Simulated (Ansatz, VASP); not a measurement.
One calculation of PdPt2Se6, two programs

Contents of INCAR:

```
PREC     = Accurate       # precision mode
ENCUT    = 520            # plane-wave cutoff, eV
EDIFF    = 1E-7           # SCF threshold, eV
ISMEAR   = 0              # smearing method
SIGMA    = 0.1            # smearing width, eV
LREAL    = F              # projectors in reciprocal space
LASPH    = T              # aspherical terms in the spheres
NELM     = 80             # most SCF steps
ALGO     = Normal         # electronic algorithm
ISIF     = 2              # what is computed and relaxed
LWAVE    = F              # write WAVECAR
LCHARG   = F              # write CHGCAR
GGA      = PE             # functional
NBANDS   = 43             # bands
```

The input KPOINTS:

```
regular mesh
0
Gamma
  3 3 4
```

The input POSCAR:

```
PdPt2Se6
1.0
    6.5682890000      0.0000000000      0.0000000000
   -3.2841445000      5.6883051000      0.0000000000
    0.0000000000      0.0000000000      5.1773769000
Pd Pt Se
1 2 6
Direct
    0.0000000000      0.0000000000      0.0000000000
    0.3333333000      0.6666667000      0.0000000000
    0.6666667000      0.3333333000      0.0000000000
    0.3356200000      0.0000000000      0.2492540000
    0.0000000000      0.3356200000      0.2492540000
    0.6643800000      0.6643800000      0.2492540000
    0.6643800000      0.0000000000      0.7507460000
    0.3356200000      0.3356200000      0.7507460000
    0.0000000000      0.6643800000      0.7507460000
```

Input for Ansatz:

```yaml
crystal:
  lattice:
    - [6.568289, 0.0, 0.0]
    - [-3.2841445, 5.6883051, 0.0]
    - [0.0, 0.0, 5.1773769]
  atoms:
    - { symbol: Pd, position: [0.0, 0.0, 0.0] }
    - { symbol: Pt, position: [0.3333333, 0.6666667, 0.0] }
    - { symbol: Pt, position: [0.6666667, 0.3333333, 0.0] }
    - { symbol: Se, position: [0.33562, 0.0, 0.249254] }
    - { symbol: Se, position: [0.0, 0.33562, 0.249254] }
    - { symbol: Se, position: [0.66438, 0.66438, 0.249254] }
    - { symbol: Se, position: [0.66438, 0.0, 0.750746] }
    - { symbol: Se, position: [0.33562, 0.33562, 0.750746] }
    - { symbol: Se, position: [0.0, 0.66438, 0.750746] }
basis:
  ecutwfc: 420
kpoints:
  mp_grid: { grid: [3, 3, 4] }
hamiltonian:
  xc: pbe
scf:
  occupations: { method: gaussian, width: 0.1 }
  lower_state_search: "off"
output:
  forces: true
  stress: true
  eigenvalues: true
```

Alike in both runs: task single point; functional PBE; k mesh 3 × 3 × 4; occupations gaussian, width 0.1 eV; no spin polarisation.

```csv
,VASP,Ansatz
version,VASP 6.6.1,Ansatz 0.2.0
potentials or method,"VASP PAW PBE potentials, release 64 (Pd, Pt, Se)","scalar-relativistic, plane waves, PAW"
plane-wave cutoff (eV),520,420
valence electrons in the cell,66,150
```

|  | VASP | Ansatz | Ansatz less VASP |
| --- | --- | --- | --- |
| gap on the k mesh at the Fermi level (eV) | none | none | - |
| pressure (GPa) | 0.0 | 0.1 | +0.02 |
| rms of the force components (eV/Å) | 0.007 | 0.009 | +0.0019 |

Atom by atom the forces differ by 0.003 eV/Å (rms over components). A gap of «none» marks a metal or a gap that the smearing closes. With one functional, cell and mesh, what is left measures potentials, basis and numerics. The two sets of potentials don't hold the same shells in valence.

Caveats: the k mesh is coarse (spacing up to 0.37 Å⁻¹), so the values aren't converged. The runs have no spin-orbit coupling, so splittings on Pt are missing.
